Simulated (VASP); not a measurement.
```yaml
crystal:
  lattice:
    - [-1.99535, 1.99535, 4.91225]
    - [1.99535, -1.99535, 4.91225]
    - [1.99535, 1.99535, -4.91225]
  atoms:
    - { symbol: Gd, position: [0.00000, 0.00000, 0.00000] }
    - { symbol: Ni, position: [0.75000, 0.25000, 0.50000] }
    - { symbol: Ni, position: [0.25000, 0.75000, 0.50000] }
    - { symbol: As, position: [0.37093, 0.37093, 0.00000] }
    - { symbol: As, position: [0.62907, 0.62907, 0.00000] }
```

Computed with PBEsol GGA, VASP's PBE PAW potentials (set 64) (plane waves; VASP 6.6.1). Settings: 400 eV cut-off, 12×12×12 Γ-centred mesh, tetrahedra with Blöchl corrections, potentials Gd_3 Ni As.

The 4f electrons are frozen in the core of the lanthanide potential, so 4f levels, which can set the real gap, and their magnetism are missing.

Q: Predict the energy per atom (σ→0), band gap (on the k-mesh) with the smallest direct gap where there is one.

A: 
```
Quantity                                                     Value
------------------------  ----------------------------------------
band gap (on the k-mesh)  none (metal, semimetal or under 0.01 eV)
energy per atom (σ→0)                               -6.351 eV/atom
```

Only differences to runs with the same potentials and settings are physical.

The structure comes from a computed database's GdNi2As2 entry (I4/mmm); how it stands against other phases isn't given here. It was relaxed first. The run is not spin-polarised, so no magnetic state was tried. The electron count is odd and the run is not spin-polarised, which forces a metal.
